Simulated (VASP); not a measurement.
# SiB (Pnma) in VASP: single point with PBEsol

Aim: the single point of SiB with PBEsol.

Program: VASP 6.6.1. These are calculated values, not measurements. Logs are shortened: lines on timing, memory, paths and dates and some standing lists are left out, and cuts for length are marked.

### Step 1. Starting point

Symmetry: Pnma, No. 62, orthorhombic system. Conventional cell: a = 5.240 Å, b = 2.977 Å, c = 5.670 Å, α = 90.00°, β = 90.00°, γ = 90.00°. Si (site symmetry m) has 4 B at 2.05 to 2.19 Å as nearest neighbours. Around B (site symmetry m) lie 2 B at 1.77 Å.

The cell was built by a generator and needn't be a form met in nature.

### Step 2. Single point, PBEsol

INCAR

```
SYSTEM = SiB
PREC = Accurate
ENCUT = 520
EDIFF = 1E-6
ISMEAR = 0
SIGMA = 0.1
LREAL = .FALSE.
LASPH = .TRUE.
NELM = 60
ALGO = Normal
ISIF = 2
LWAVE = .FALSE.
LCHARG = .TRUE.
GGA = PS
LVHAR = .TRUE.
KPAR = 2
```

KPOINTS

```
regular mesh
0
G
  6 10 6
  0 0 0
```

POSCAR

```
SiB
1.0
    5.2403000000      0.0000000000      0.0000000000
    0.0000000000      2.9766800000      0.0000000000
    0.0000000000      0.0000000000      5.6696000000
Si B
4 4
Direct
    0.8313440000      0.7500000000      0.0942220000
    0.1686560000      0.2500000000      0.9057780000
    0.6686560000      0.2500000000      0.5942220000
    0.3313440000      0.7500000000      0.4057780000
    0.9303300000      0.7500000000      0.4444810000
    0.0696700000      0.2500000000      0.5555190000
    0.4303300000      0.7500000000      0.0555190000
    0.5696700000      0.2500000000      0.9444810000
```

Potentials or basis: VASP PAW PBE potentials, release 64 (Si, B).

The run is started by

```
> cat potpaw_PBE.64/Si/POTCAR potpaw_PBE.64/B/POTCAR > POTCAR
> mpirun -np 2 vasp_std > vasp.out
```

OUTCAR:

```text
SYSTEM = SiB
   PREC = Accurate
   ENCUT = 520
   EDIFF = 1E-6
   ISMEAR = 0
   LREAL = .FALSE.
   LASPH = .TRUE.
   NELM = 60
   ISIF = 2
   GGA = PS

 ion  position               nearest neighbor table
   1  0.831  0.750  0.094-   5 2.05   7 2.11   8 2.19   8 2.19   2 2.55   2 2.55
   2  0.169  0.250  0.906-   6 2.05   8 2.11   7 2.19   7 2.19   1 2.55   1 2.55
   3  0.669  0.250  0.594-   8 2.05   6 2.11   5 2.19   5 2.19   4 2.55   4 2.55
   4  0.331  0.750  0.406-   7 2.05   5 2.11   6 2.19   6 2.19   3 2.55   3 2.55
   5  0.930  0.750  0.444-   6 1.77   6 1.77   1 2.05   4 2.11   3 2.19   3 2.19
   6  0.070  0.250  0.556-   5 1.77   5 1.77   2 2.05   3 2.11   4 2.19   4 2.19
   7  0.430  0.750  0.056-   8 1.77   8 1.77   4 2.05   1 2.11   2 2.19   2 2.19
   8  0.570  0.250  0.944-   7 1.77   7 1.77   3 2.05   2 2.11   1 2.19   1 2.19

  LATTYP: Found a simple orthorhombic cell.
 ALAT       =     2.9766800000
 B/A-ratio  =     1.7604512410
 C/A-ratio  =     1.9046723195

  Lattice vectors:

 A1 = (   0.0000000000,  -2.9766800000,   0.0000000000)
 A2 = (   5.2403000000,   0.0000000000,   0.0000000000)
 A3 = (   0.0000000000,   0.0000000000,   5.6696000000)

Analysis of symmetry for initial positions (statically):
=====================================================================
 Subroutine PRICEL returns:
 Original cell was already a primitive cell.

 Routine SETGRP: Setting up the symmetry group for a
 simple orthorhombic supercell.

 Subroutine GETGRP returns: Found  8 space group operations
 (whereof  2 operations were pure point group operations)
 out of a pool of  8 trial point group operations.

The static configuration has the point symmetry S_2 .
 The point group associated with its full space group is D_2h.

Analysis of symmetry for dynamics (positions and initial velocities):
=====================================================================
 Subroutine PRICEL returns:
 Original cell was already a primitive cell.

 Routine SETGRP: Setting up the symmetry group for a
 simple orthorhombic supercell.

 Subroutine GETGRP returns: Found  8 space group operations
 (whereof  2 operations were pure point group operations)
 out of a pool of  8 trial point group operations.

The dynamic configuration has the point symmetry S_2 .
 The point group associated with its full space group is D_2h.

 Subroutine INISYM returns: Found  8 space group operations
 (whereof  2 operations are pure point group operations),
 and found     1 'primitive' translations

----------------------------------------------------------------------------------------

                                     Primitive cell

  volume of cell :      88.4384

  direct lattice vectors                    reciprocal lattice vectors
     5.240300000  0.000000000  0.000000000     0.190828769  0.000000000  0.000000000
     0.000000000  2.976680000  0.000000000     0.000000000  0.335944744  0.000000000
     0.000000000  0.000000000  5.669600000     0.000000000  0.000000000  0.176379286

  length of vectors
     5.240300000  2.976680000  5.669600000     0.190828769  0.335944744  0.176379286

  position of ions in fractional coordinates (direct lattice)
     0.831344000  0.750000000  0.094222000
     0.168656000  0.250000000  0.905778000
     0.668656000  0.250000000  0.594222000
     0.331344000  0.750000000  0.405778000
     0.930330000  0.750000000  0.444481000
     0.069670000  0.250000000  0.555519000
     0.430330000  0.750000000  0.055519000
     0.569670000  0.250000000  0.944481000

  ion indices of the primitive-cell ions
   primitive index   ion index
                 1           1
                 2           2
                 3           3
                 4           4
                 5           5
                 6           6
                 7           7
                 8           8

----------------------------------------------------------------------------------------

 KPOINTS: regular mesh

Automatic generation of k-mesh.
 Grid dimensions read from file:
 generate k-points for:    6   10    6

 Generating k-lattice:

  Cartesian coordinates                     Fractional coordinates (reciprocal lattice)
     0.031804795  0.000000000  0.000000000     0.166666667  0.000000000  0.000000000
     0.000000000  0.033594474  0.000000000     0.000000000  0.100000000  0.000000000
     0.000000000  0.000000000  0.029396548     0.000000000  0.000000000  0.166666667

  Length of vectors
     0.031804795  0.033594474  0.029396548

  Shift w.r.t. Gamma in fractional coordinates (k-lattice)
     0.000000000  0.000000000  0.000000000

 Subroutine IBZKPT returns following result:
 ===========================================

 Found     96 irreducible k-points:

 Following reciprocal coordinates:
            Coordinates               Weight
  0.000000  0.000000  0.000000      1.000000
  0.166667  0.000000  0.000000      2.000000
  0.333333  0.000000  0.000000      2.000000
  0.500000  0.000000  0.000000      1.000000
  0.000000  0.100000  0.000000      2.000000
  0.166667  0.100000  0.000000      4.000000
[... 16 lines left out ...]
  0.333333  0.500000  0.000000      2.000000
  0.500000  0.500000  0.000000      1.000000
 [... further k-points ...]
   k-points           NKPTS =     96   k-points in BZ     NKDIM =     96   number of bands    NBANDS=     19
   number of dos      NEDOS =    301   number of ions     NIONS =      8
   total plane-waves  NPLWV =  40320
   dimension x,y,z NGX =    40 NGY =   24 NGZ =   42
   dimension x,y,z NGXF=    80 NGYF=   48 NGZF=   84
   ions per type =               4   4
   NGX,Y,Z   is equivalent  to a cutoff of  12.69, 13.40, 12.32 a.u.
   NGXF,Y,Z  is equivalent  to a cutoff of  25.38, 26.81, 24.63 a.u.
 SYSTEM =  SiB
   PREC   = accura    normal or accurate (medium, high low for compatibility)
   ISTART =      0    job   : 0-new  1-cont  2-samecut
   ICHARG =      2    charge: 1-file 2-atom 10-const
   ISPIN  =      1    spin polarized calculation?
   LNONCOLLINEAR =      F non collinear calculations
   LSORBIT =      F    spin-orbit coupling
   LASPH  =      T    aspherical Exc in radial PAW
   ENCUT  =  520.0 eV  38.22 Ry    6.18 a.u.   9.74  5.53 10.54*2*pi/ulx,y,z
   NELM   =     60;   NELMIN=  2; NELMDL= -5     # of ELM steps
   EDIFF  = 0.1E-05   stopping-criterion for ELM
   LREAL  =      F    real-space projection
   EDIFFG = 0.1E-04   stopping-criterion for IOM
   NSW    =      0    number of steps for IOM
   IBRION =     -1    ionic relax: 0-MD 1-quasi-New 2-CG
   NFREE  =      0    steps in history (QN), initial steepest desc. (CG)
   ISIF   =      2    stress and relaxation
   ISYM   =      2    0-nonsym 1-usesym 2-fastsym
   POTIM  = 0.5000    time-step for ionic-motion
   TEBEG  =    0.0;   TEEND  =   0.0 temperature during run
   PSTRESS=    0.0 pullay stress
   NELECT =      28.0000    total number of electrons
   NUPDOWN=      -1.0000    fix difference up-down
   EMIN   =  10.00;   EMAX   =-10.00  energy-range for DOS
   EFERMI =   0.00;   METHOD = LEGACY
   ISMEAR =     0;   SIGMA  =   0.10  broadening in eV -4-tet -1-fermi 0-gaus
   EFERMI_NEDOS =   21; number of points for ismear=-14 and -15
   IALGO  =     38    algorithm
   IMIX   =      4    mixing-type and parameters
     AMIX     =   0.40;   BMIX     =  1.00
     AMIX_MAG =   1.60;   BMIX_MAG =  1.00
  volume/ion in A,a.u.               =      11.05        74.60
  Fermi-wavevector in a.u.,A,eV,Ry     =   1.115785  2.108528 16.938936  1.244977
  Thomas-Fermi vector in A             =   2.252393
   LORBIT       =      0    0 simple, 1 ext, 2 COOP (PROOUT), +10 PAW based schemes
   GGA     = PS    functional components
   LHFCALC =     F    Hartree Fock is set to
   AEXX    =    0.0000 exact exchange contribution
   IVDW    =     0    specifies the selected vdW correction
   LEPSILON=     F    determine dielectric tensor
   LRPA    =     F    only Hartree local field effects (RPA)
 non-spin polarized calculation
 Gauss-broadening in eV      SIGMA  =   0.10
  energy-cutoff  :      520.00
  volume of cell :       88.44
 maximum number of plane-waves:      2416
 NGX is ok and might be reduce to    40
   NGX = 19   NGY = 11   NGZ = 21

 number of electron      28.0000002 magnetization

 Free energy of the ion-electron system (eV)
  ---------------------------------------------------
  ext. energy  EPLUGINS =         0.00000000
  ---------------------------------------------------
  free energy    TOTEN  =       -49.09542329 eV

  energy without entropy =      -49.08648979  energy(sigma->0) =      -49.09095654

 E-fermi :   8.5399     XC(G=0): -11.2738

 val. band max:        8.4903774389   @ k =   0.0000   0.5000   0.5000
 cond. band min:       8.5461781080   @ k =   0.5000   0.4000   0.0000
 fundamental gap:      0.0558006691
 Fermi energy:         8.5398602243

 k-point     1 :       0.0000    0.0000    0.0000
  band No.  band energies     occupation
      1      -6.3234      2.00000
      2      -3.6426      2.00000
      3      -1.5288      2.00000
      4      -1.0007      2.00000
      5      -0.7469      2.00000
      6       1.3973      2.00000
[... 11 lines left out ...]
     18      13.0919      0.00000
     19      13.3400      0.00000

 k-point     2 :       0.1667    0.0000    0.0000
  band No.  band energies     occupation
      1      -6.1926      2.00000
      2      -3.7548      2.00000
      3      -2.3237      2.00000
      4      -0.9460      2.00000
      5       0.2490      2.00000
      6       0.5064      2.00000
[... 11 lines left out ...]
     18      12.5869      0.00000
     19      12.9165      0.00000

 k-point     3 :       0.3333    0.0000    0.0000
  band No.  band energies     occupation
      1      -5.8042      2.00000
      2      -4.3768      2.00000
      3      -2.4743      2.00000
      4      -1.2582      2.00000
      5      -0.1439      2.00000
      6       1.2160      2.00000
[... 11 lines left out ...]
     18      12.0413      0.00000
     19      12.3230      0.00000

 k-point     4 :       0.5000    0.0000    0.0000
  band No.  band energies     occupation
      1      -5.1755      2.00000
      2      -5.1755      2.00000
      3      -1.9863      2.00000
      4      -1.9863      2.00000
      5       0.3906      2.00000
      6       0.3906      2.00000
[... 11 lines left out ...]
     18      11.7852      0.00000
     19      12.4800      0.00000

 k-point     5 :       0.0000    0.1000    0.0000
  band No.  band energies     occupation
      1      -6.1771      2.00000
      2      -3.5124      2.00000
      3      -1.3819      2.00000
      4      -0.8687      2.00000
      5      -0.5950      2.00000
      6       1.5274      2.00000
[... 11 lines left out ...]
     18      12.7780      0.00000
     19      12.9704      0.00000
[... 334 lines left out ...]
      2      -2.7747      2.00000
      3      -0.5266      2.00000
      4      -0.5266      2.00000
      5       2.2708      2.00000
      6       2.2708      2.00000
[... 11 lines left out ...]
     18       9.1983      0.00000
     19      14.4672      0.00000

 k-point    22 :       0.1667    0.5000    0.0000
  band No.  band energies     occupation
      1      -2.6546      2.00000
      2      -2.6546      2.00000
      3      -0.6469      2.00000
      4      -0.6469      2.00000
      5       1.5797      2.00000
      6       1.5797      2.00000
[... 11 lines left out ...]
     18      10.0464      0.00000
     19      13.7896      0.00000

 k-point    23 :       0.3333    0.5000    0.0000
  band No.  band energies     occupation
      1      -2.3022      2.00000
      2      -2.3022      2.00000
      3      -1.1074      2.00000
      4      -1.1074      2.00000
      5       1.3290      2.00000
      6       1.3290      2.00000
[... 11 lines left out ...]
     18      11.4829      0.00000
     19      12.0058      0.00000

 k-point    24 :       0.5000    0.5000    0.0000
  band No.  band energies     occupation
      1      -1.7506      2.00000
      2      -1.7506      2.00000
      3      -1.7506      2.00000
      4      -1.7506      2.00000
      5       1.6804      2.00000
      6       1.6804      2.00000
[... 11 lines left out ...]
     18      11.8159      0.00000
     19      11.8159      0.00000

 [... further k-points ...]
[... 5 lines left out ...]
  --------------------------------------------------------------------------------------
  -------------------------------------------------------------------------------------
  Total       -1.1576013     -1.3689992     -1.2775498     -0.0000000      0.0000000      0.0000000
  in kB      -20.9714699    -24.8012203    -23.1444950     -0.0000000      0.0000000      0.0000000
  external PRESSURE =     -22.9723951 kB  Pullay stress =       0.0000000 kB

 VOLUME and BASIS-vectors are now :
 -----------------------------------------------------------------------------
  energy-cutoff  :      520.00
  volume of cell :       88.44
      direct lattice vectors                 reciprocal lattice vectors
     5.240300000  0.000000000  0.000000000     0.190828769  0.000000000  0.000000000
     0.000000000  2.976680000  0.000000000     0.000000000  0.335944744  0.000000000
     0.000000000  0.000000000  5.669600000     0.000000000  0.000000000  0.176379286

 POSITION                                       TOTAL-FORCE (eV/Angst)
 -----------------------------------------------------------------------------------
      4.35649      2.23251      0.53420        -0.014810     -0.000000     -0.021561
      0.88381      0.74417      5.13540         0.014810      0.000000      0.021561
      3.50396      0.74417      3.36900         0.014810      0.000000     -0.021561
      1.73634      2.23251      2.30060        -0.014810     -0.000000      0.021561
      4.87521      2.23251      2.52003        -0.010399      0.000000      0.032721
      0.36509      0.74417      3.14957         0.010399      0.000000     -0.032721
      2.25506      2.23251      0.31477        -0.010399      0.000000     -0.032721
      2.98524      0.74417      5.35483         0.010399     -0.000000      0.032721
 -----------------------------------------------------------------------------------
    total drift:                               -0.000000      0.000000     -0.000000

  FREE ENERGIE OF THE ION-ELECTRON SYSTEM (eV)
  ---------------------------------------------------
  free  energy   TOTEN  =       -49.0954232946 eV

  energy  without entropy=      -49.0864897950  energy(sigma->0) =      -49.09095654
```

It took 50 s on 2 MPI ranks of Intel Xeon Platinum 8488C (Sapphire Rapids), shared host; peak memory 0.26 GiB.

Results:

| Property | Result |
| --- | --- |
| Free energy | -49.0954 eV |
| Pressure | -2.3 GPa |
| Largest force | 0.034 eV/Å |
| Band gap on the k mesh | none (metal or under the smearing width) |

Forces in eV/Å, atoms in the order of the input:
```
Si  -0.015  0.000 -0.022
Si   0.015  0.000  0.022
Si   0.015  0.000 -0.022
Si  -0.015  0.000  0.022
B   -0.010  0.000  0.033
B    0.010  0.000 -0.033
B   -0.010  0.000 -0.033
B    0.010  0.000  0.033
```

Stress tensor (GPa, compression positive):
```
-2.10  0.00  0.00
 0.00 -2.48  0.00
 0.00  0.00 -2.31
```

Caveat: the PAW data sets were made with another functional, which shifts forces and pressure a little.
